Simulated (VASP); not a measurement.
VASP ran on this input.

POSCAR:
```
BN
1
    1.2526904821    -2.1697239507     0.0000000000
    1.2526904821     2.1697239507     0.0000000000
   -0.0000000000    -0.0000000000     6.8224324282
B N
2 2
Direct
  0.3333330000   0.6666670000   0.2500000000
  0.6666670000   0.3333330000   0.7500000000
  0.6666670000   0.3333330000   0.2500000000
  0.3333330000   0.6666670000   0.7500000000
```

### KPOINTS
```
kpoints
0
G
  9 9 3
```

### INCAR
```
ALGO  =  Normal
EDIFF  =  1E-6
EDIFFG  =  -0.02
ENCUT  =  520
GGA  =  PS
IBRION  =  2
ISIF  =  3
ISMEAR  =  0
LASPH  =  .True.
LCHARG  =  .False.
LREAL  =  .False.
LWAVE  =  .False.
NELM  =  100
NSW  =  60
PREC  =  Accurate
SIGMA  =  0.05
SYSTEM  =  BN
```

POTCAR, in this order: B N (PBE.64 set). Program: vasp_std.

Task: Write an equivalent input for Quantum ESPRESSO's pw.x.

Result: One equivalent input (not run):
```
&CONTROL
  calculation = 'vc-relax'
  pseudo_dir = './pseudo'
  outdir = './out'
  tprnfor = .true.
  tstress = .true.
  nstep = 60
  forc_conv_thr = 0.00078
/
&SYSTEM
  ibrav = 0
  nat = 4
  ntyp = 2
  ecutwfc = 84
  occupations = 'smearing'
  smearing = 'gaussian'
  degauss = 0.003675
  input_dft = 'pbesol'
/
&ELECTRONS
  conv_thr = 7.3e-08
  electron_maxstep = 100
/
&IONS
/
&CELL
/
ATOMIC_SPECIES
  B 10.810 B.upf
  N 14.007 N.upf
CELL_PARAMETERS angstrom
     1.2526905   -2.1697240    0.0000000
     1.2526905    2.1697240    0.0000000
    -0.0000000   -0.0000000    6.8224324
ATOMIC_POSITIONS crystal
  B    0.3333330  0.6666670  0.2500000
  B    0.6666670  0.3333330  0.7500000
  N    0.6666670  0.3333330  0.2500000
  N    0.3333330  0.6666670  0.7500000
K_POINTS automatic
  9 9 3 0 0 0
```
Limits of the translation: the potentials are each code's own (VASP's PAW set, PseudoDojo norm-conserving files in pw.x), so ENCUT and ecutwfc are chosen apart and not converted; conv_thr bounds pw.x's estimated SCF error, while EDIFF bounds the energy change between steps; forc_conv_thr acts on force components and is met together with etot_conv_thr.

The compound is BN in the hex structure. It was relaxed first. The start is the result of an earlier pass.
